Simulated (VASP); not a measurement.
Method: PBEsol GGA, VASP's PBE PAW potentials (set 64) (plane waves; VASP).

Input for VASP

KPOINTS:
```
Automatic mesh
0
Gamma
14 14 7
0 0 0
```

**INCAR**
```
SYSTEM = Cd
PREC = Accurate
ENCUT = 520
EDIFF = 1E-7
NELM = 100
ALGO = Normal
LREAL = .FALSE.
LASPH = .TRUE.
ISMEAR = 1
SIGMA = 0.1
GGA = PS
LMAXMIX = 4
LWAVE = .FALSE.
LCHARG = .FALSE.
ISIF = 4
IBRION = 2
NSW = 30
EDIFFG = -0.01
```

File POSCAR:
```
Cd
1
    1.4536299172    -2.5177611592     0.0000000000
    1.4536299172     2.5177611592     0.0000000000
    0.0000000000     0.0000000000     5.3914654979
Cd
2
Direct
  0.3333330000   0.6666670000   0.2500000000
  0.6666670000   0.3333330000   0.7500000000
```

POTCAR, in this order: Cd (PBE.64 set). Program: vasp_std.

The run wrote:

File OSZICAR:
```
       N       E                     dE             d eps       ncg     rms          rms(c)
DAV:   1     0.168516029736E+03    0.16852E+03   -0.13551E+04  3072   0.153E+03
DAV:   2     0.692614639154E+00   -0.16782E+03   -0.16389E+03  3144   0.378E+02
DAV:   3    -0.255628316671E+01   -0.32489E+01   -0.32453E+01  3880   0.636E+01
DAV:   4    -0.255984748536E+01   -0.35643E-02   -0.35642E-02  3528   0.184E+00
DAV:   5    -0.255985700847E+01   -0.95231E-05   -0.95230E-05  3912   0.917E-02    0.572E+00
DAV:   6    -0.236988724690E+01    0.18997E+00   -0.51052E-01  3272   0.985E+00    0.432E+00
DAV:   7    -0.235480791288E+01    0.15079E-01   -0.46482E-02  3648   0.233E+00    0.208E+00
DAV:   8    -0.235280371751E+01    0.20042E-02   -0.42492E-03  3328   0.974E-01    0.116E-01
DAV:   9    -0.235281371114E+01   -0.99936E-05   -0.21933E-05  4000   0.609E-02    0.493E-02
DAV:  10    -0.235283314791E+01   -0.19437E-04   -0.12994E-05  3424   0.440E-02    0.399E-03
DAV:  11    -0.235283310873E+01    0.39181E-07   -0.16200E-07  3080   0.487E-03
   1 F= -.23528331E+01 E0= -.23526311E+01  d E =-.235283E+01
       N       E                     dE             d eps       ncg     rms          rms(c)
DAV:   1    -0.242114079693E+01   -0.68308E-01   -0.26905E+00  3256   0.152E+01    0.119E+00
DAV:   2    -0.238102949840E+01    0.40111E-01   -0.25253E-02  3208   0.221E+00    0.679E-01
DAV:   3    -0.236212803668E+01    0.18901E-01   -0.34615E-02  3344   0.191E+00    0.205E-01
DAV:   4    -0.236239591112E+01   -0.26787E-03   -0.28809E-03  3360   0.760E-01    0.169E-01
DAV:   5    -0.236239197089E+01    0.39402E-05   -0.71993E-06  3712   0.478E-02    0.677E-02
DAV:   6    -0.236238984708E+01    0.21238E-05   -0.96759E-06  3344   0.235E-02    0.352E-02
DAV:   7    -0.236238968573E+01    0.16135E-06   -0.26999E-07  2840   0.632E-03    0.265E-02
DAV:   8    -0.236238942458E+01    0.26115E-06   -0.57717E-07  3392   0.639E-03    0.757E-03
DAV:   9    -0.236238948342E+01   -0.58832E-07   -0.16881E-07  2384   0.394E-03
   2 F= -.23623895E+01 E0= -.23625225E+01  d E =-.955637E-02
       N       E                     dE             d eps       ncg     rms          rms(c)
DAV:   1    -0.238460559593E+01   -0.22216E-01   -0.92907E-01  3216   0.892E+00    0.693E-01
DAV:   2    -0.237134806627E+01    0.13258E-01   -0.83796E-03  3216   0.133E+00    0.396E-01
DAV:   3    -0.236506821933E+01    0.62798E-02   -0.11309E-02  3312   0.111E+00    0.118E-01
DAV:   4    -0.236516094314E+01   -0.92724E-04   -0.97462E-04  3368   0.443E-01    0.958E-02
DAV:   5    -0.236515985071E+01    0.10924E-05   -0.25270E-06  3656   0.286E-02    0.373E-02
DAV:   6    -0.236515944169E+01    0.40902E-06   -0.29211E-06  3312   0.131E-02    0.205E-02
DAV:   7    -0.236515940027E+01    0.41427E-07   -0.88260E-08  2016   0.360E-03
   3 F= -.23651594E+01 E0= -.23650790E+01  d E =-.123263E-01
       N       E                     dE             d eps       ncg     rms          rms(c)
DAV:   1    -0.244629996551E+01   -0.81141E-01   -0.37316E+00  3240   0.179E+01    0.139E+00
DAV:   2    -0.239351799759E+01    0.52782E-01   -0.33040E-02  3208   0.260E+00    0.796E-01
DAV:   3    -0.236843873558E+01    0.25079E-01   -0.43840E-02  3304   0.221E+00    0.233E-01
DAV:   4    -0.236880435980E+01   -0.36562E-03   -0.38998E-03  3352   0.893E-01    0.183E-01
DAV:   5    -0.236879753042E+01    0.68294E-05   -0.86718E-06  3680   0.497E-02    0.625E-02
DAV:   6    -0.236879620863E+01    0.13218E-05   -0.46272E-06  3416   0.189E-02    0.274E-02
DAV:   7    -0.236879610050E+01    0.10813E-06   -0.22860E-07  2312   0.623E-03    0.198E-02
DAV:   8    -0.236879595516E+01    0.14534E-06   -0.38503E-07  2840   0.531E-03    0.405E-03
DAV:   9    -0.236879598999E+01   -0.34830E-07   -0.75399E-08  1688   0.266E-03
   4 F= -.23687960E+01 E0= -.23688383E+01  d E =-.159629E-01
       N       E                     dE             d eps       ncg     rms          rms(c)
DAV:   1    -0.237563203476E+01   -0.68361E-02   -0.33012E-01  3232   0.532E+00    0.416E-01
DAV:   2    -0.237089652596E+01    0.47355E-02   -0.29594E-03  3208   0.816E-01    0.238E-01
DAV:   3    -0.236865833843E+01    0.22382E-02   -0.38892E-03  3320   0.670E-01    0.695E-02
DAV:   4    -0.236869231383E+01   -0.33975E-04   -0.35712E-04  3320   0.270E-01    0.555E-02
DAV:   5    -0.236869163631E+01    0.67752E-06   -0.90640E-07  3696   0.176E-02    0.202E-02
DAV:   6    -0.236869152087E+01    0.11543E-06   -0.80831E-07  3400   0.686E-03    0.110E-02
DAV:   7    -0.236869152227E+01   -0.13979E-08   -0.28928E-08  1640   0.206E-03
   5 F= -.23686915E+01 E0= -.23686475E+01  d E =-.158584E-01
       N       E                     dE             d eps       ncg     rms          rms(c)
DAV:   1    -0.237128537969E+01   -0.25939E-02   -0.11510E-01  3216   0.314E+00    0.245E-01
DAV:   2    -0.236962927748E+01    0.16561E-02   -0.10518E-03  3192   0.486E-01    0.140E-01
DAV:   3    -0.236884319898E+01    0.78608E-03   -0.13924E-03  3352   0.397E-01    0.418E-02
DAV:   4    -0.236885474208E+01   -0.11543E-04   -0.12416E-04  3304   0.160E-01    0.333E-02
DAV:   5    -0.236885480512E+01   -0.63046E-07   -0.46604E-07  3600   0.128E-02
   6 F= -.23688548E+01 E0= -.23688523E+01  d E =-.160217E-01
```

File OUTCAR:
```
------------------------ aborting loop because EDIFF is reached ----------------------------------------
  FORCE on cell =-STRESS in cart. coord.  units (eV):
  Direction    XX          YY          ZZ          XY          YZ          ZX
  --------------------------------------------------------------------------------------
  Total        0.9621859      0.9621861      0.9602428      0.0000000      0.0000000     -0.0000000
  in kB       39.0628883     39.0628990     38.9840044      0.0000000      0.0000000     -0.0000000
  external PRESSURE =      39.0365972 kB  Pullay stress =       0.0000000 kB
  volume of cell :       39.46
      direct lattice vectors                 reciprocal lattice vectors
     1.483085137 -2.568779162 -0.000000000     0.337135062 -0.194644992 -0.000000000
     1.483085137  2.568779162  0.000000000     0.337135062  0.194644992 -0.000000000
     0.000000000  0.000000000  5.179434682     0.000000000 -0.000000000  0.193071264
 POSITION                                       TOTAL-FORCE (eV/Angst)
 -----------------------------------------------------------------------------------
      1.48309      0.85626      1.29486         0.000000     -0.000000      0.000000
      1.48309     -0.85626      3.88458        -0.000000      0.000000     -0.000000
 -----------------------------------------------------------------------------------
    total drift:                                0.000000      0.000182      0.000002
  FREE ENERGIE OF THE ION-ELECTRON SYSTEM (eV)
  ---------------------------------------------------
  free  energy   TOTEN  =        -2.3688548051 eV

  energy  without entropy=       -2.3688471785  energy(sigma->0) =       -2.36885226

 reached required accuracy - stopping structural energy minimisation
```
(Selected blocks of OUTCAR.)

CONTCAR:
```
Cd
   1.00000000000000
     1.4830851366177762   -2.5687791616186000   -0.0000000000000000
     1.4830851366177762    2.5687791616186000    0.0000000000000000
     0.0000000000000000    0.0000000000000000    5.1794346817732135
  Cd
     2
Direct
     0.3333330000000032    0.6666669999999968    0.2500000000000000
     0.6666669999999968    0.3333330000000032    0.7500000000000000
```

The compound is Cd in the hcp structure. This cell is one point of a volume scan, at 0.94 of the reference volume. Symmetry was kept, so distortions that lower it aren't found.
